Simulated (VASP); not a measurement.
Output of a VASP run:

### OSZICAR
```
       N       E                     dE             d eps       ncg     rms          rms(c)
DAV:   1     0.646741599003E+01    0.64674E+01   -0.31217E+03   464   0.756E+02
DAV:   2    -0.113518891118E+02   -0.17819E+02   -0.17118E+02   672   0.805E+01
DAV:   3    -0.116392166305E+02   -0.28733E+00   -0.28733E+00   608   0.126E+01
DAV:   4    -0.116405034394E+02   -0.12868E-02   -0.12868E-02   704   0.923E-01
DAV:   5    -0.116405064619E+02   -0.30225E-05   -0.30225E-05   640   0.295E-02    0.459E+00
DAV:   6    -0.115117680028E+02    0.12874E+00   -0.75935E-02   576   0.139E+00    0.274E+00
DAV:   7    -0.114504785351E+02    0.61289E-01   -0.13954E-01   560   0.198E+00    0.149E-01
DAV:   8    -0.114510146146E+02   -0.53608E-03   -0.36565E-03   520   0.458E-01    0.663E-02
DAV:   9    -0.114510760460E+02   -0.61431E-04   -0.88582E-05   704   0.772E-02    0.475E-02
DAV:  10    -0.114510865456E+02   -0.10500E-04   -0.97942E-06   544   0.237E-02    0.814E-03
DAV:  11    -0.114510862850E+02    0.26068E-06   -0.18794E-07   736   0.291E-03    0.142E-03
DAV:  12    -0.114510863267E+02   -0.41769E-07   -0.13897E-07   504   0.295E-03
   1 F= -.11451086E+02 E0= -.11451086E+02  d E =-.188847E-12
```

**OUTCAR**
```
------------------------ aborting loop because EDIFF is reached ----------------------------------------
  FORCE on cell =-STRESS in cart. coord.  units (eV):
  Direction    XX          YY          ZZ          XY          YZ          ZX
  --------------------------------------------------------------------------------------
  Total       -1.2808862     -1.2808862     -1.2808862      0.0000000      0.0000000     -0.0000000
  in kB      -48.2166772    -48.2166772    -48.2166772      0.0000000      0.0000000     -0.0000000
  external PRESSURE =     -48.2166772 kB  Pullay stress =       0.0000000 kB
  volume of cell :       42.56
      direct lattice vectors                 reciprocal lattice vectors
     0.000000000  2.771179225  2.771179225    -0.180428604  0.180428604  0.180428604
     2.771179225  0.000000000  2.771179225     0.180428604 -0.180428604  0.180428604
     2.771179225  2.771179225  0.000000000     0.180428604  0.180428604 -0.180428604
 POSITION                                       TOTAL-FORCE (eV/Angst)
 -----------------------------------------------------------------------------------
      0.00000      0.00000      0.00000        -0.000000     -0.000000     -0.000000
      1.38559      1.38559      1.38559         0.000000      0.000000      0.000000
 -----------------------------------------------------------------------------------
    total drift:                               -0.000000     -0.000000     -0.000000
  FREE ENERGIE OF THE ION-ELECTRON SYSTEM (eV)
  ---------------------------------------------------
  free  energy   TOTEN  =       -11.4510863267 eV

  energy  without entropy=      -11.4510863267  energy(sigma->0) =      -11.45108633
```
(Selected blocks of OUTCAR.)

### POSCAR
```
Si
1
    0.0000000000     2.7711792252     2.7711792252
    2.7711792252     0.0000000000     2.7711792252
    2.7711792252     2.7711792252     0.0000000000
Si
2
Direct
  0.0000000000   0.0000000000   0.0000000000
  0.2500000000   0.2500000000   0.2500000000
```

Reconstruct the remaining input files.

This is not unique; one that fits is the input of the run itself, PBEsol GGA, plane waves, VASP's PBE PAW potentials (set 64).

KPOINTS:
```
Automatic mesh
0
Gamma
8 8 8
0 0 0
```

**INCAR**
```
SYSTEM = Si
PREC = Accurate; ENCUT = 520; LREAL = F
LASPH = T
EDIFF = 1E-7; NELM = 100; ALGO = Normal
ISMEAR = 0; SIGMA = 0.05
GGA = PS
ISIF = 2
LWAVE = F; LCHARG = F
```

POTCAR, in this order: Si (PBE.64 set). Program: vasp_std.

The compound is Si in the diamond structure. This cell is one point of a volume scan, at 1.06 of the reference volume.
